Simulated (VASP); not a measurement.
An input for Quantum ESPRESSO's pw.x (written as the equivalent of a VASP run, and not itself run):

```
&CONTROL
  calculation = 'vc-relax'
  pseudo_dir = './pseudo'
  outdir = './out'
  tprnfor = .true.
  tstress = .true.
  nstep = 60
  forc_conv_thr = 0.00039
/
&SYSTEM
  ibrav = 0
  nat = 2
  ntyp = 1
  ecutwfc = 78
  occupations = 'smearing'
  smearing = 'methfessel-paxton'
  degauss = 0.00735
  input_dft = 'pbesol'
/
&ELECTRONS
  conv_thr = 7.3e-08
  electron_maxstep = 100
/
&IONS
/
&CELL
/
ATOMIC_SPECIES
  Sc 44.956 Sc.upf
CELL_PARAMETERS angstrom
     1.6374904   -2.8362164   -0.0000000
     1.6374904    2.8362164   -0.0000000
     0.0000000   -0.0000000    5.0867146
ATOMIC_POSITIONS crystal
  Sc   0.3333330  0.6666670  0.2500000
  Sc   0.6666670  0.3333330  0.7500000
K_POINTS automatic
  12 12 7 0 0 0
```

Q: Translate this input to VASP (INCAR, KPOINTS, POSCAR, choice of POTCAR).

A: One answer among several that fit: 
**INCAR**
```
SYSTEM  =  Sc
PREC  =  Accurate; ENCUT  =  520; LREAL  =  .FALSE.
LASPH  =  .TRUE.
EDIFF  =  1E-6; NELM  =  100; ALGO  =  Normal
LMAXMIX  =  4
ISMEAR  =  1; SIGMA  =  0.1
GGA  =  PS
IBRION  =  2; NSW  =  60; ISIF  =  3
EDIFFG  =  -0.01
LWAVE  =  .FALSE.; LCHARG  =  .FALSE.
```

### KPOINTS
```
kpoints
0
G
  12 12 7
```

POSCAR:
```
Sc
1.0
  1.6374903774  -2.8362164468   0.0000000000
  1.6374903774   2.8362164468   0.0000000000
  0.0000000000   0.0000000000   5.0867146150
Sc
2
Cartesian
  1.6374903774   0.9454073731   1.2716786537
  1.6374903774  -0.9454073731   3.8150359612
```

POTCAR, in this order: Sc_sv (PBE.64 set). Program: vasp_std.

Limits of the translation: the potentials are each code's own (VASP's PAW set, PseudoDojo norm-conserving files in pw.x), so ENCUT and ecutwfc are chosen apart and not converted; conv_thr bounds pw.x's estimated SCF error, while EDIFF bounds the energy change between steps; forc_conv_thr acts on force components and is met together with etot_conv_thr.

The compound is Sc in the hcp structure. This run relaxes it. Symmetry was kept, so distortions that lower it aren't found. The start is the result of an earlier pass.
